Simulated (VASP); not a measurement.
Calculation: PBE GGA, VASP's PBE PAW potentials (set 64) (plane waves; VASP).

Input for VASP

**POSCAR**
```
MoS2
1.0
  1.5221943978  -2.6365162840   0.0000000000
  1.5221943978   2.6365162840   0.0000000000
  0.0000000000   0.0000000000  11.1209995775
Mo S
2 4
direct
  0.3333330000   0.6666670000   0.2500000000
  0.6666670000   0.3333330000   0.7500000000
  0.3333330000   0.6666670000   0.8915129965
  0.6666670000   0.3333330000   0.3915129965
  0.6666670000   0.3333330000   0.1084870035
  0.3333330000   0.6666670000   0.6084870035
```

**INCAR**
```
# general
SYSTEM   =  MoS2
PREC     =  Accurate
ENCUT    =  500   # plane-wave cut-off (eV)
LREAL    =  F
LASPH    =  T

# electronic loop
EDIFF    =  1E-6
NELM     =  100   # most electronic steps
ALGO     =  Normal   # blocked Davidson
LMAXMIX  =  4   # l cut-off of mixed one-centre charges

# smearing
ISMEAR   =  0   # Gaussian
SIGMA    =  0.05   # width (eV)

# functional
GGA      =  PE

# ions
IBRION   =  2   # conjugate gradients
NSW      =  40   # most ionic steps
ISIF     =  3   # ions, shape and volume
EDIFFG   =  -0.02
PSTRESS  =  200

# output
LWAVE    =  F
LCHARG   =  F
```

**KPOINTS**
```
Automatic mesh
0
Gamma
8 8 2
0 0 0
```

POTCAR, in this order: Mo_sv S (PBE.64 set). Program: vasp_std.

The run wrote:

**OSZICAR**
```
       N       E                     dE             d eps       ncg     rms          rms(c)
DAV:   1     0.458919758567E+03    0.45892E+03   -0.29646E+04  1344   0.158E+03
DAV:   2    -0.198941333935E+02   -0.47881E+03   -0.46830E+03  1521   0.412E+02
DAV:   3    -0.445756966832E+02   -0.24682E+02   -0.24406E+02  1597   0.813E+01
DAV:   4    -0.450507986475E+02   -0.47510E+00   -0.47399E+00  1533   0.114E+01
DAV:   5    -0.450605716212E+02   -0.97730E-02   -0.97673E-02  1568   0.155E+00    0.406E+01
DAV:   6    -0.431212191841E+02    0.19394E+01   -0.16473E+01  1421   0.227E+01    0.151E+01
DAV:   7    -0.429161353434E+02    0.20508E+00   -0.82910E+00  1402   0.145E+01    0.934E+00
DAV:   8    -0.425601870472E+02    0.35595E+00   -0.17795E+00  1531   0.738E+00    0.368E+00
DAV:   9    -0.425767405858E+02   -0.16554E-01   -0.15698E-01  1670   0.191E+00    0.163E+00
DAV:  10    -0.425655011229E+02    0.11239E-01   -0.79808E-02  1485   0.157E+00    0.322E-01
DAV:  11    -0.425655951014E+02   -0.93978E-04   -0.36190E-03  1527   0.336E-01    0.234E-01
DAV:  12    -0.425655544497E+02    0.40652E-04   -0.25404E-04  1452   0.859E-02    0.128E-01
DAV:  13    -0.425655434953E+02    0.10954E-04   -0.21379E-04  1592   0.775E-02    0.375E-02
DAV:  14    -0.425655453658E+02   -0.18705E-05   -0.21484E-05  1465   0.272E-02    0.304E-02
DAV:  15    -0.425655444467E+02    0.91912E-06   -0.24554E-06  1172   0.106E-02
   1 F= -.31422758E+02 E0= -.31422758E+02  d E =-.314228E+02
```

**OUTCAR**
```
------------------------ aborting loop because EDIFF is reached ----------------------------------------
  FORCE on cell =-STRESS in cart. coord.  units (eV):
  Direction    XX          YY          ZZ          XY          YZ          ZX
  --------------------------------------------------------------------------------------
  Total       11.1727053     11.1726905     11.1517541      0.0000000      0.0000000     -0.0000000
  in kB      200.5370073    200.5367408    200.1609582      0.0000000      0.0000000     -0.0000000
  external PRESSURE =       0.4115688 kB  Pullay stress =     200.0000000 kB
  volume of cell :       89.26
      direct lattice vectors                 reciprocal lattice vectors
     1.522194398 -2.636516284  0.000000000     0.328473157 -0.189644192  0.000000000
     1.522194398  2.636516284  0.000000000     0.328473157  0.189644192  0.000000000
     0.000000000  0.000000000 11.120999577     0.000000000  0.000000000  0.089919975
 POSITION                                       TOTAL-FORCE (eV/Angst)
 -----------------------------------------------------------------------------------
      1.52219      0.87884      2.78025         0.000000      0.000000      0.000000
      1.52219     -0.87884      8.34075         0.000000     -0.000000      0.000000
      1.52219      0.87884      9.91452        -0.000000      0.000000     -0.007335
      1.52219     -0.87884      4.35402        -0.000000     -0.000000     -0.007335
      1.52219     -0.87884      1.20648        -0.000000     -0.000000      0.007335
      1.52219      0.87884      6.76698        -0.000000      0.000000      0.007335
 -----------------------------------------------------------------------------------
    total drift:                               -0.000182      0.001499     -0.000031
  FREE ENERGIE OF THE ION-ELECTRON SYSTEM (eV)
  ---------------------------------------------------
  free  energy   TOTEN  =       -42.5655444467 eV

  energy  without entropy=      -42.5655443791  energy(sigma->0) =      -42.56554441
  enthalpy is  TOTEN    =       -31.4227579183 eV   P V=       11.1427865284

 reached required accuracy - stopping structural energy minimisation
```
(Selected blocks of OUTCAR.)

### OUTCAR
```
 val. band max:       10.4540725863   @ k =   0.0000   0.0000   0.0000

 cond. band min:      10.7701646419   @ k =   0.2500   0.1250   0.0000


 Fermi energy:        10.6027244230

 k-point     1 :       0.0000    0.0000    0.0000
  band No.  band energies     occupation
      1     -51.3339      2.00000
      2     -51.3339      2.00000
      3     -25.5816      2.00000
      4     -25.5808      2.00000
      5     -25.2033      2.00000
      6     -25.2033      2.00000
      7     -25.2033      2.00000
      8     -25.2033      2.00000
      9      -5.8800      2.00000
     10      -4.9082      2.00000
     11      -4.8068      2.00000
     12      -3.3226      2.00000
     13       2.0910      2.00000
     14       4.2879      2.00000
     15       5.5646      2.00000
     16       6.7731      2.00000
     17       6.7731      2.00000
     18       6.8212      2.00000
     19       6.8212      2.00000
     20       7.9241      2.00000
     21       7.9241      2.00000
     22       8.1137      2.00000
     23       8.1138      2.00000
     24       8.3878      2.00000
     25       9.8161      2.00000
     26      10.4541      1.99997
     27      12.2725      0.00000
     28      12.2733      0.00000
     29      12.3587      0.00000
     30      12.3619      0.00000
     31      12.4532      0.00000

 k-point     2 :       0.1250    0.0000    0.0000
  band No.  band energies     occupation
      1     -51.3241      2.00000
      2     -51.3241      2.00000
      3     -25.5636      2.00000
      4     -25.5629      2.00000
      5     -25.2918      2.00000
      6     -25.2918      2.00000
      7     -25.2231      2.00000
      8     -25.2231      2.00000
      9      -5.6020      2.00000
     10      -4.6432      2.00000
     11      -4.6381      2.00000
     12      -3.2458      2.00000
     13       2.3956      2.00000
     14       4.5741      2.00000
     15       5.1939      2.00000
     16       6.1798      2.00000
     17       6.3055      2.00000
...
```

Without a dispersion term in the relaxation, distances and binding between the weakly bound layers, chains or molecules are unreliable, and so is what depends on them.

The compound is MoS2 in the 2H layered structure. It was relaxed first under an external pressure of 20 GPa.
